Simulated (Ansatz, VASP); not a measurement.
# Cross-check of Ta2Se between VASP and Ansatz, part 2 of 3

Aim: how closely do two programs agree when they are given the same cell, functional and k mesh? The cell is taken from a series of runs on this material, whose earlier steps may have relaxed, scaled, displaced or heated it; both programs get it as it stands.

VASP 6.6.1 and Ansatz 0.2.0.

So far: The structure; VASP: zone-centre phonons, LDA.

**2. VASP: zone-centre phonons, LDA (continued)**

Level of this step: LDA; plane waves and PAW (Ta_pv, Se) (VASP).

From OUTCAR (step 2):

```text
ion  position               nearest neighbor table
   1  0.500  0.000  0.756-   6 2.64   6 2.64   6 2.64   6 2.64   4 2.86   4 2.86   4 2.86   4 2.86
                             3 3.10
   2  0.000  0.500  0.244-   5 2.64   5 2.64   5 2.64   5 2.64   3 2.86   3 2.86   3 2.86   3 2.86
                             4 3.10
   3  0.500  0.000  0.077-   4 2.79   4 2.79   4 2.79   4 2.79   5 2.81   2 2.86   2 2.86   2 2.86
                             2 2.86   1 3.10
   4  0.000  0.500  0.923-   3 2.79   3 2.79   3 2.79   3 2.79   6 2.81   1 2.86   1 2.86   1 2.86
                             1 2.86   2 3.10
   5  0.500  0.000  0.367-   2 2.64   2 2.64   2 2.64   2 2.64   3 2.81
   6  0.000  0.500  0.633-   1 2.64   1 2.64   1 2.64   1 2.64   4 2.81

  LATTYP: Found a simple tetragonal cell.
 ALAT       =     3.3346626346
 C/A-ratio  =     2.9050994373

 Subroutine GETGRP returns: Found 16 space group operations
 (whereof  8 operations were pure point group operations)

The static configuration has the point symmetry D_2d.
 The point group associated with its full space group is D_4h.

 Found     84 irreducible k-points:

   k-points           NKPTS =     84   k-points in BZ     NKDIM =     84   number of bands    NBANDS=     34

   dimension x,y,z NGX =    24 NGY =   24 NGZ =   72
   dimension x,y,z NGXF=    48 NGYF=   48 NGZF=  144

   ENCUT  =  500.0 eV  36.75 Ry    6.06 a.u.   6.08  6.08 17.66*2*pi/ulx,y,z

   NELECT =      56.0000    total number of electrons

 k-points in reciprocal lattice and weights: Automatic mesh
   0.00000000  0.00000000  0.00000000       0.002
   0.08333333  0.00000000  0.00000000       0.007
   0.16666667  0.00000000  0.00000000       0.007
   0.25000000  0.00000000  0.00000000       0.007
   0.33333333  0.00000000  0.00000000       0.007
   0.41666667  0.00000000  0.00000000       0.007
   0.50000000  0.00000000  0.00000000       0.003
   0.08333333  0.08333333  0.00000000       0.007
   0.16666667  0.08333333  0.00000000       0.014
[...]
-----------------------------------------------------------------------------------
    total drift:                                0.000000      0.000000      0.000000

 Eigenvectors and eigenvalues of the dynamical matrix
 ----------------------------------------------------

   1 f  =    6.578960 THz    41.336824 2PiTHz  219.450482 cm-1    27.208380 meV
             X         Y         Z           dx          dy          dz
      1.667331  0.000000  7.325483     0.000000   -0.000000    0.103596
      0.000000  1.667331  2.362043    -0.000000    0.000000   -0.103596
      1.667331  0.000000  0.742394     0.000000   -0.000000   -0.489739
      0.000000  1.667331  8.945132    -0.000000    0.000000    0.489739
      1.667331  0.000000  3.550761     0.000000   -0.000000    0.499424
      0.000000  1.667331  6.136766    -0.000000    0.000000   -0.499424

   2 f  =    5.857690 THz    36.804949 2PiTHz  195.391494 cm-1    24.225447 meV
             X         Y         Z           dx          dy          dz
      1.667331  0.000000  7.325483    -0.091410    0.393570   -0.000000
      0.000000  1.667331  2.362043     0.091410   -0.393570    0.000000
      1.667331  0.000000  0.742394    -0.019627    0.084503    0.000000
      0.000000  1.667331  8.945132     0.019627   -0.084503    0.000000
      1.667331  0.000000  3.550761    -0.129810    0.558901   -0.000000
      0.000000  1.667331  6.136766     0.129810   -0.558901   -0.000000

   3 f  =    5.857690 THz    36.804949 2PiTHz  195.391494 cm-1    24.225447 meV
             X         Y         Z           dx          dy          dz
      1.667331  0.000000  7.325483    -0.393570   -0.091410   -0.000000
      0.000000  1.667331  2.362043     0.393570    0.091410    0.000000
      1.667331  0.000000  0.742394    -0.084503   -0.019627   -0.000000
      0.000000  1.667331  8.945132     0.084503    0.019627    0.000000
      1.667331  0.000000  3.550761    -0.558901   -0.129810   -0.000000
      0.000000  1.667331  6.136766     0.558901    0.129810   -0.000000

   4 f  =    5.686954 THz    35.732187 2PiTHz  189.696372 cm-1    23.519342 meV
             X         Y         Z           dx          dy          dz
      1.667331  0.000000  7.325483    -0.000000    0.000000    0.383767
      0.000000  1.667331  2.362043     0.000000   -0.000000   -0.383767
      1.667331  0.000000  0.742394    -0.000000    0.000000    0.461894
      0.000000  1.667331  8.945132     0.000000   -0.000000   -0.461894
      1.667331  0.000000  3.550761    -0.000000    0.000000    0.373332
      0.000000  1.667331  6.136766     0.000000   -0.000000   -0.373332

   5 f  =    5.618463 THz    35.301846 2PiTHz  187.411760 cm-1    23.236086 meV
             X         Y         Z           dx          dy          dz
      1.667331  0.000000  7.325483     0.000000   -0.000000    0.058012
      0.000000  1.667331  2.362043    -0.000000    0.000000    0.058012
      1.667331  0.000000  0.742394     0.000000   -0.000000    0.347123
      0.000000  1.667331  8.945132    -0.000000    0.000000    0.347123
      1.667331  0.000000  3.550761     0.000000   -0.000000   -0.613303
      0.000000  1.667331  6.136766    -0.000000    0.000000   -0.613303

   6 f  =    5.239376 THz    32.919973 2PiTHz  174.766786 cm-1    21.668310 meV
             X         Y         Z           dx          dy          dz
      1.667331  0.000000  7.325483     0.036962    0.372106    0.000000
      0.000000  1.667331  2.362043     0.036962    0.372106    0.000000
      1.667331  0.000000  0.742394     0.002172    0.021865   -0.000000
      0.000000  1.667331  8.945132     0.002172    0.021865   -0.000000
      1.667331  0.000000  3.550761    -0.059282   -0.596803   -0.000000
      0.000000  1.667331  6.136766    -0.059282   -0.596803   -0.000000

   7 f  =    5.239376 THz    32.919973 2PiTHz  174.766786 cm-1    21.668310 meV
             X         Y         Z           dx          dy          dz
      1.667331  0.000000  7.325483     0.372106   -0.036962   -0.000000
      0.000000  1.667331  2.362043     0.372106   -0.036962   -0.000000
      1.667331  0.000000  0.742394     0.021865   -0.002172    0.000000
      0.000000  1.667331  8.945132     0.021865   -0.002172    0.000000
      1.667331  0.000000  3.550761    -0.596803    0.059282   -0.000000
      0.000000  1.667331  6.136766    -0.596803    0.059282    0.000000

   8 f  =    5.086087 THz    31.956830 2PiTHz  169.653616 cm-1    21.034358 meV
             X         Y         Z           dx          dy          dz
      1.667331  0.000000  7.325483     0.000000   -0.000000    0.539819
      0.000000  1.667331  2.362043     0.000000   -0.000000    0.539819
      1.667331  0.000000  0.742394    -0.000000    0.000000   -0.417476
      0.000000  1.667331  8.945132     0.000000   -0.000000   -0.417476
      1.667331  0.000000  3.550761    -0.000000    0.000000   -0.185226
      0.000000  1.667331  6.136766    -0.000000    0.000000   -0.185226

   9 f  =    4.950544 THz    31.105184 2PiTHz  165.132366 cm-1    20.473795 meV
             X         Y         Z           dx          dy          dz
      1.667331  0.000000  7.325483    -0.002794   -0.090639    0.000000
      0.000000  1.667331  2.362043     0.002794    0.090639    0.000000
      1.667331  0.000000  0.742394    -0.020987   -0.680809   -0.000000
      0.000000  1.667331  8.945132     0.020987    0.680809   -0.000000
      1.667331  0.000000  3.550761     0.005141    0.166762   -0.000000
      0.000000  1.667331  6.136766    -0.005141   -0.166762   -0.000000

  10 f  =    4.950544 THz    31.105184 2PiTHz  165.132366 cm-1    20.473795 meV
             X         Y         Z           dx          dy          dz
      1.667331  0.000000  7.325483     0.090639   -0.002794    0.000000
      0.000000  1.667331  2.362043    -0.090639    0.002794    0.000000
      1.667331  0.000000  0.742394     0.680809   -0.020987   -0.000000
      0.000000  1.667331  8.945132    -0.680809    0.020987   -0.000000
      1.667331  0.000000  3.550761    -0.166762    0.005141    0.000000
      0.000000  1.667331  6.136766     0.166762   -0.005141    0.000000

  11 f  =    3.072173 THz    19.303035 2PiTHz  102.476673 cm-1    12.705482 meV
             X         Y         Z           dx          dy          dz
      1.667331  0.000000  7.325483    -0.000000    0.000000    0.584800
      0.000000  1.667331  2.362043    -0.000000   -0.000000   -0.584800
      1.667331  0.000000  0.742394     0.000000   -0.000000   -0.216355
      0.000000  1.667331  8.945132     0.000000    0.000000    0.216355
      1.667331  0.000000  3.550761    -0.000000   -0.000000   -0.333466
      0.000000  1.667331  6.136766    -0.000000   -0.000000    0.333466

  12 f  =    2.745565 THz    17.250893 2PiTHz   91.582186 cm-1    11.354739 meV
             X         Y         Z           dx          dy          dz
      1.667331  0.000000  7.325483     0.218805   -0.327443    0.000000
      0.000000  1.667331  2.362043     0.218805   -0.327443   -0.000000
      1.667331  0.000000  0.742394    -0.301239    0.450808   -0.000000
      0.000000  1.667331  8.945132    -0.301239    0.450808    0.000000
      1.667331  0.000000  3.550761     0.125388   -0.187645   -0.000000
      0.000000  1.667331  6.136766     0.125388   -0.187645    0.000000

  13 f  =    2.745565 THz    17.250893 2PiTHz   91.582186 cm-1    11.354739 meV
             X         Y         Z           dx          dy          dz
      1.667331  0.000000  7.325483    -0.327443   -0.218805   -0.000000
      0.000000  1.667331  2.362043    -0.327443   -0.218805    0.000000
      1.667331  0.000000  0.742394     0.450808    0.301239    0.000000
      0.000000  1.667331  8.945132     0.450808    0.301239   -0.000000
      1.667331  0.000000  3.550761    -0.187645   -0.125388    0.000000
      0.000000  1.667331  6.136766    -0.187645   -0.125388   -0.000000
    [... 43 further lines ...]
      1.667331  0.000000  3.550761    -0.201861    0.220525   -0.000000
      0.000000  1.667331  6.136766    -0.201861    0.220525   -0.000000

 ELASTIC MODULI CONTR FROM IONIC RELAXATION (kBar)
 Direction    XX          YY          ZZ          XY          YZ          ZX
 --------------------------------------------------------------------------------
 XX        -375.8627   -375.8627   -800.7283      0.0000      0.0000     -0.0000
 YY        -375.8627   -375.8627   -800.7283      0.0000      0.0000     -0.0000
 ZZ        -800.7283   -800.7283  -2003.7114      0.0000      0.0000     -0.0000
 XY           0.0000      0.0000      0.0000      0.0000      0.0000      0.0000
 YZ           0.0000      0.0000      0.0000      0.0000   -498.9870      0.0000
 ZX          -0.0000     -0.0000     -0.0000      0.0000      0.0000   -206.7444
 --------------------------------------------------------------------------------
```

(Continued in part 3 of 3.)

[Lines on the potential files, build, host, timing and source positions are cut from VASP's logs without a mark.]

[Logs are printed without paths, hosts, clocks, repeated set-up lines and the standing remarks that a program may print on its own settings, such as how far it seeks lower states.]

[Hosts, paths, dates, database ids (printed as entryN), source tags and the programs' standing remarks are cut or masked in the printed files.]
